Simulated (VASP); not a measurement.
Output of a VASP run:

OUTCAR:
```
 ion  position               nearest neighbor table
   1  0.500  0.500  0.500-   2 2.53   2 2.53   2 2.53   2 2.53   2 2.56   2 2.56   2 2.56   2 2.56
  LATTYP: Found a simple orthorhombic cell.
 ALAT       =     2.9100140000
 B/A-ratio  =     1.0130023429
 C/A-ratio  =     1.0191043754
 Subroutine PRICEL returns:
 Original cell was already a primitive cell.
 Subroutine GETGRP returns: Found  4 space group operations
The static configuration has the point symmetry C_2v.
The dynamic configuration has the point symmetry C_2v.
 Subroutine INISYM returns: Found  4 space group operations
 Subroutine IBZKPT returns following result:
 Found    216 irreducible k-points:

 Following reciprocal coordinates:
            Coordinates               Weight
  0.000000  0.000000  0.000000      1.000000
  0.090909  0.000000  0.000000      2.000000
  0.181818  0.000000  0.000000      2.000000
  0.272727  0.000000  0.000000      2.000000
  0.363636  0.000000  0.000000      2.000000
  0.454545  0.000000  0.000000      2.000000
  0.000000  0.090909  0.000000      2.000000
  0.090909  0.090909  0.000000      4.000000
  0.181818  0.090909  0.000000      4.000000
  0.272727  0.090909  0.000000      4.000000
  0.363636  0.090909  0.000000      4.000000
  0.454545  0.090909  0.000000      4.000000
  0.000000  0.181818  0.000000      2.000000
  0.090909  0.181818  0.000000      4.000000
  0.181818  0.181818  0.000000      4.000000
  0.272727  0.181818  0.000000      4.000000
  0.363636  0.181818  0.000000      4.000000
  0.454545  0.181818  0.000000      4.000000
  0.000000  0.272727  0.000000      2.000000
  0.090909  0.272727  0.000000      4.000000
  0.181818  0.272727  0.000000      4.000000
  0.272727  0.272727  0.000000      4.000000
  0.363636  0.272727  0.000000      4.000000
  0.454545  0.272727  0.000000      4.000000
  0.000000  0.363636  0.000000      2.000000
  0.090909  0.363636  0.000000      4.000000
  0.181818  0.363636  0.000000      4.000000
  0.272727  0.363636  0.000000      4.000000
  0.363636  0.363636  0.000000      4.000000
  0.454545  0.363636  0.000000      4.000000
  0.000000  0.454545  0.000000      2.000000
  0.090909  0.454545  0.000000      4.000000
  0.181818  0.454545  0.000000      4.000000
  0.272727  0.454545  0.000000      4.000000
  0.363636  0.454545  0.000000      4.000000
  0.454545  0.454545  0.000000      4.000000
  0.000000  0.000000  0.090909      2.000000
  0.090909  0.000000  0.090909      4.000000
  0.181818  0.000000  0.090909      4.000000
  0.272727  0.000000  0.090909      4.000000
   k-points           NKPTS =    216   k-points in BZ     NKDIM =    216   number of bands    NBANDS=     10
   number of dos      NEDOS =    301   number of ions     NIONS =      2
   total plane-waves  NPLWV =   8000
   dimension x,y,z NGX =    20 NGY =   20 NGZ =   20
   dimension x,y,z NGXF=    40 NGYF=   40 NGZF=   40
   ions per type =               1   1
   PREC   = accura    normal or accurate (medium, high low for compatibility)
   ISTART =      0    job   : 0-new  1-cont  2-samecut
   ICHARG =      2    charge: 1-file 2-atom 10-const
   ISPIN  =      1    spin polarized calculation?
   LNONCOLLINEAR =      F non collinear calculations
   LSORBIT =      F    spin-orbit coupling
   INIWAV =      1    electr: 0-lowe 1-rand  2-diag
   ENCUT  =  400.0 eV  29.40 Ry    5.42 a.u.   4.84  4.81  4.75*2*pi/ulx,y,z
   NELM   =    100;   NELMIN=  2; NELMDL= -5     # of ELM steps
   EDIFF  = 0.1E-05   stopping-criterion for ELM
   LREAL  =      F    real-space projection
   NLSPLINE    = F    spline interpolate recip. space projectors
   LMAXMIX     =    4 max onsite mixed and CHGCAR
   VOSKOWN=      0    Vosko Wilk Nusair interpolation
   EDIFFG = 0.1E-04   stopping-criterion for IOM
   NSW    =      0    number of steps for IOM
   NBLOCK =      1;   KBLOCK =      1    inner block; outer block
...
```

File OSZICAR:
```
       N       E                     dE             d eps       ncg     rms          rms(c)
DAV:   1     0.262914503381E+02    0.26291E+02   -0.46853E+03  4360   0.106E+03
DAV:   2    -0.162319600494E+02   -0.42523E+02   -0.40449E+02  4358   0.180E+02
DAV:   3    -0.171944040832E+02   -0.96244E+00   -0.94916E+00  5144   0.345E+01
DAV:   4    -0.172098524463E+02   -0.15448E-01   -0.15439E-01  5110   0.400E+00
DAV:   5    -0.172102830678E+02   -0.43062E-03   -0.43061E-03  4884   0.673E-01    0.146E+01
DAV:   6    -0.219312865280E+02   -0.47210E+01   -0.11877E+02  4820   0.171E+02    0.244E+01
DAV:   7    -0.151088844312E+02    0.68224E+01   -0.25619E+01  4762   0.897E+01    0.339E+00
DAV:   8    -0.149683400504E+02    0.14054E+00   -0.14340E+00  5470   0.160E+01    0.108E+00
DAV:   9    -0.149611259871E+02    0.72141E-02   -0.37322E-02  5008   0.256E+00    0.391E-01
DAV:  10    -0.149597688889E+02    0.13571E-02   -0.56281E-03  5130   0.976E-01    0.103E-01
DAV:  11    -0.149597399210E+02    0.28968E-04   -0.26579E-04  6296   0.203E-01    0.326E-02
DAV:  12    -0.149597393111E+02    0.60993E-06   -0.12188E-05  4832   0.538E-02    0.994E-03
DAV:  13    -0.149597384326E+02    0.87849E-06   -0.21089E-06  2600   0.223E-02
   1 F= -.14959738E+02 E0= -.14959017E+02  d E =-.144278E-02
```

**OUTCAR**
```
------------------------ aborting loop because EDIFF is reached ----------------------------------------
  FORCE on cell =-STRESS in cart. coord.  units (eV):
  Direction    XX          YY          ZZ          XY          YZ          ZX
  --------------------------------------------------------------------------------------
  Total       -7.3316243     -7.2788312     -7.0710037      0.0000000      0.0000000      0.0000000
  in kB     -461.7388677   -458.4140069   -445.3252224      0.0000000      0.0000000      0.0000000
  external PRESSURE =    -455.1593657 kB  Pullay stress =       0.0000000 kB
  volume of cell :       25.44
      direct lattice vectors                 reciprocal lattice vectors
     2.965608000  0.000000000  0.000000000     0.337198982  0.000000000  0.000000000
     0.000000000  2.947851000  0.000000000     0.000000000  0.339230171  0.000000000
     0.000000000  0.000000000  2.910014000     0.000000000  0.000000000  0.343640958
 POSITION                                       TOTAL-FORCE (eV/Angst)
 -----------------------------------------------------------------------------------
      1.48280      1.47393      1.45501         0.139510      0.000000      0.000000
      0.02810      0.00000      0.00000        -0.139510      0.000000      0.000000
 -----------------------------------------------------------------------------------
    total drift:                                0.000135      0.000000      0.000014
  FREE ENERGIE OF THE ION-ELECTRON SYSTEM (eV)
  ---------------------------------------------------
  free  energy   TOTEN  =       -14.9597384326 eV

  energy  without entropy=      -14.9582956525  energy(sigma->0) =      -14.95901704
```
(Selected blocks of OUTCAR.)

**POSCAR**
```
NiAl
1
    2.9656080000     0.0000000000     0.0000000000
    0.0000000000     2.9478510000     0.0000000000
    0.0000000000     0.0000000000     2.9100140000
Al Ni
1 1
Direct
  0.5000000000   0.5000000000   0.5000000000
  0.0094750000   0.0000000000   0.0000000000
```

Question: Write an INCAR and KPOINTS that could have produced this output.

Answer: This is not unique; one that fits is the input of the run itself, PBE GGA, plane waves, VASP's PBE PAW potentials (set 64).

INCAR:
```
! general
SYSTEM   =  NiAl
PREC     =  Accurate
ENCUT    =  400
LREAL    =  .FALSE.
LASPH    =  .TRUE.
NELECT   =  12.5

! electronic loop
EDIFF    =  1E-6
NELM     =  100
ALGO     =  Normal
LMAXMIX  =  4

! smearing
ISMEAR   =  0
SIGMA    =  0.05

! functional
GGA      =  PE

! ions
ISIF     =  2

! output
LWAVE    =  .FALSE.
LCHARG   =  .FALSE.
```

**KPOINTS**
```
Automatic
0
Gamma
11 11 11
```

POTCAR, in this order: Al Ni (PBE.64 set). Program: vasp_std.

The cell is charged, with a uniform compensating background.

The compound is NiAl in the CsCl type structure. The cell was not relaxed at this level, atoms are displaced from their ideal sites. The run is one of a series of settings (ISMEAR = 0, NELECT = 12.5, SIGMA = 0.05 against the base run), some of them coarse on purpose. The run is not spin-polarised, so no magnetic state was tried.
